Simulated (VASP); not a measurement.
All values below come from RPBE GGA, VASP's PBE PAW potentials (set 64) (plane waves; VASP).

VASP input:

### INCAR
```
LWAVE = .FALSE.
LREAL = .FALSE.   ! projection in real space or not
NSW = 60   ! most ionic steps
EDIFFG = -0.01   ! ionic stop
LMAXMIX = 4
ALGO = Normal   ! blocked Davidson
ISMEAR = 0
EDIFF = 1E-6
ENCUT = 520   ! plane-wave cut-off (eV)
GGA = RP
NELM = 100   ! most electronic steps
LASPH = .TRUE.
PREC = Accurate
SIGMA = 0.05   ! width (eV)
LCHARG = .FALSE.
ISIF = 3   ! ions, shape and volume
IBRION = 2
SYSTEM = Ge
```

**POSCAR**
```
Ge
1
    0.0000000000     2.8290000000     2.8290000000
    2.8290000000     0.0000000000     2.8290000000
    2.8290000000     2.8290000000     0.0000000000
Ge
2
Direct
  0.0000000000   0.0000000000   0.0000000000
  0.2500000000   0.2500000000   0.2500000000
```

### KPOINTS
```
Automatic mesh
0
G
7 7 7
0 0 0
```

POTCAR, in this order: Ge_d (PBE.64 set). Program: vasp_std.

The run wrote:

OUTCAR:
```
 ion  position               nearest neighbor table
   1  0.000  0.000  0.000-   2 2.45   2 2.45   2 2.45   2 2.45
   2  0.250  0.250  0.250-   1 2.45   1 2.45   1 2.45   1 2.45
  LATTYP: Found a face centered cubic cell.
 ALAT       =     5.6580000000
 Subroutine PRICEL returns:
 Original cell was already a primitive cell.
 Subroutine GETGRP returns: Found 48 space group operations
The static configuration has the point symmetry T_d .
 The point group associated with its full space group is O_h .
The dynamic configuration has the point symmetry T_d .
 Subroutine INISYM returns: Found 48 space group operations
 Subroutine IBZKPT returns following result:
 Found     20 irreducible k-points:

 Following reciprocal coordinates:
            Coordinates               Weight
  0.000000  0.000000  0.000000      1.000000
  0.142857  0.000000  0.000000      8.000000
  0.285714  0.000000  0.000000      8.000000
  0.428571  0.000000  0.000000      8.000000
  0.142857  0.142857  0.000000      6.000000
  0.285714  0.142857  0.000000     24.000000
  0.428571  0.142857  0.000000     24.000000
 -0.428571  0.142857  0.000000     24.000000
 -0.285714  0.142857  0.000000     24.000000
 -0.142857  0.142857  0.000000     12.000000
  0.285714  0.285714  0.000000      6.000000
  0.428571  0.285714  0.000000     24.000000
 -0.428571  0.285714  0.000000     24.000000
 -0.285714  0.285714  0.000000     12.000000
  0.428571  0.428571  0.000000      6.000000
 -0.428571  0.428571  0.000000     12.000000
  0.428571  0.285714  0.142857     24.000000
 -0.428571  0.285714  0.142857     48.000000
 -0.428571  0.428571  0.142857     24.000000
 -0.285714  0.428571  0.142857     24.000000
   k-points           NKPTS =     20   k-points in BZ     NKDIM =     20   number of bands    NBANDS=     18
   number of dos      NEDOS =    301   number of ions     NIONS =      2
   total plane-waves  NPLWV =  27000
...
```

OSZICAR:
```
       N       E                     dE             d eps       ncg     rms          rms(c)
DAV:   1     0.163572560758E+03    0.16357E+03   -0.15384E+04   730   0.428E+03
DAV:   2     0.123218011298E+02   -0.15125E+03   -0.14870E+03   720   0.534E+02
DAV:   3    -0.773376037968E+01   -0.20056E+02   -0.19902E+02   796   0.146E+02
DAV:   4    -0.833454112841E+01   -0.60078E+00   -0.59805E+00   824   0.289E+01
DAV:   5    -0.834436974423E+01   -0.98286E-02   -0.98255E-02   810   0.385E+00    0.342E+00
DAV:   6    -0.830524304238E+01    0.39127E-01   -0.20233E-02   794   0.169E+00    0.206E+00
DAV:   7    -0.828432537561E+01    0.20918E-01   -0.54009E-02   754   0.254E+00    0.194E-01
DAV:   8    -0.828745740075E+01   -0.31320E-02   -0.91278E-03   798   0.142E+00    0.609E-02
DAV:   9    -0.828750484363E+01   -0.47443E-04   -0.37744E-04   904   0.383E-01    0.227E-02
DAV:  10    -0.828760578866E+01   -0.10095E-03   -0.26993E-04   746   0.213E-01    0.783E-03
DAV:  11    -0.828761070376E+01   -0.49151E-05   -0.32044E-05   920   0.105E-01    0.276E-03
DAV:  12    -0.828761171068E+01   -0.10069E-05   -0.23368E-06   584   0.146E-02    0.441E-04
DAV:  13    -0.828761169355E+01    0.17134E-07   -0.14359E-07   426   0.430E-03
   1 F= -.82876117E+01 E0= -.82875968E+01  d E =-.828761E+01
       N       E                     dE             d eps       ncg     rms          rms(c)
DAV:   1    -0.115834958596E+02   -0.32959E+01   -0.54278E+01   956   0.174E+02    0.104E+01
DAV:   2    -0.919045301984E+01    0.23930E+01   -0.31472E+00   930   0.336E+01    0.535E+00
DAV:   3    -0.839134345086E+01    0.79911E+00   -0.16824E+00   942   0.225E+01    0.105E+00
DAV:   4    -0.834914267169E+01    0.42201E-01   -0.89976E-02   900   0.553E+00    0.611E-01
DAV:   5    -0.834010567620E+01    0.90370E-02   -0.11735E-02   914   0.193E+00    0.227E-01
DAV:   6    -0.834025976453E+01   -0.15409E-03   -0.68252E-04   864   0.391E-01    0.176E-02
DAV:   7    -0.834026627599E+01   -0.65115E-05   -0.64640E-05   908   0.124E-01    0.125E-02
DAV:   8    -0.834027195527E+01   -0.56793E-05   -0.38854E-05   790   0.969E-02    0.291E-03
DAV:   9    -0.834027191841E+01    0.36857E-07   -0.54021E-07   500   0.790E-03
   2 F= -.83402719E+01 E0= -.83399772E+01  d E =-.526602E-01
       N       E                     dE             d eps       ncg     rms          rms(c)
DAV:   1    -0.854162999049E+01   -0.20136E+00   -0.27532E+00   954   0.324E+01    0.265E+00
DAV:   2    -0.839490096212E+01    0.14673E+00   -0.21621E-01   934   0.951E+00    0.131E+00
DAV:   3    -0.834885736558E+01    0.46044E-01   -0.76045E-02   940   0.494E+00    0.343E-01
DAV:   4    -0.834565172334E+01    0.32056E-02   -0.90523E-03   914   0.195E+00    0.719E-02
DAV:   5    -0.834554162400E+01    0.11010E-03   -0.61076E-04   788   0.464E-01    0.474E-02
DAV:   6    -0.834555194784E+01   -0.10324E-04   -0.40790E-05   808   0.114E-01    0.215E-03
DAV:   7    -0.834555440281E+01   -0.24550E-05   -0.48217E-06   718   0.333E-02    0.408E-03
DAV:   8    -0.834555320962E+01    0.11932E-05   -0.18356E-06   412   0.291E-02    0.556E-04
DAV:   9    -0.834555319058E+01    0.19038E-07   -0.11463E-07   360   0.360E-03
   3 F= -.83455532E+01 E0= -.83453921E+01  d E =-.579415E-01
```

File OUTCAR:
```
------------------------ aborting loop because EDIFF is reached ----------------------------------------
  FORCE on cell =-STRESS in cart. coord.  units (eV):
  Direction    XX          YY          ZZ          XY          YZ          ZX
  --------------------------------------------------------------------------------------
  Total       -0.0014422     -0.0014422     -0.0014422      0.0000000      0.0000000      0.0000000
  in kB       -0.0471236     -0.0471236     -0.0471236      0.0000000      0.0000000      0.0000000
  external PRESSURE =      -0.0471236 kB  Pullay stress =       0.0000000 kB
  volume of cell :       49.04
      direct lattice vectors                 reciprocal lattice vectors
     0.000000000  2.905096847  2.905096847    -0.172111302  0.172111302  0.172111302
     2.905096847  0.000000000  2.905096847     0.172111302 -0.172111302  0.172111302
     2.905096847  2.905096847 -0.000000000     0.172111302  0.172111302 -0.172111302
 POSITION                                       TOTAL-FORCE (eV/Angst)
 -----------------------------------------------------------------------------------
      0.00000      0.00000      0.00000         0.000000      0.000000      0.000000
      1.45255      1.45255      1.45255        -0.000000     -0.000000     -0.000000
 -----------------------------------------------------------------------------------
    total drift:                                0.000000      0.000000      0.000000
  FREE ENERGIE OF THE ION-ELECTRON SYSTEM (eV)
  ---------------------------------------------------
  free  energy   TOTEN  =        -8.3455531906 eV

  energy  without entropy=       -8.3452309366  energy(sigma->0) =       -8.34539206

 reached required accuracy - stopping structural energy minimisation
```
(Selected blocks of OUTCAR.)

File CONTCAR:
```
Ge
   1.00000000000000
     0.0000000000000000    2.9050968474008636    2.9050968474008640
     2.9050968474008636    0.0000000000000000    2.9050968474008640
     2.9050968474008636    2.9050968474008636   -0.0000000000000000
  Ge
     2
Direct
     0.0000000000000000    0.0000000000000000    0.0000000000000000
     0.2500000000000000    0.2500000000000000    0.2500000000000000
```

Energy and stress use the plane-wave basis of the starting cell.

The compound is Ge in the diamond structure. This run relaxes it. Symmetry was kept, so distortions that lower it aren't found.
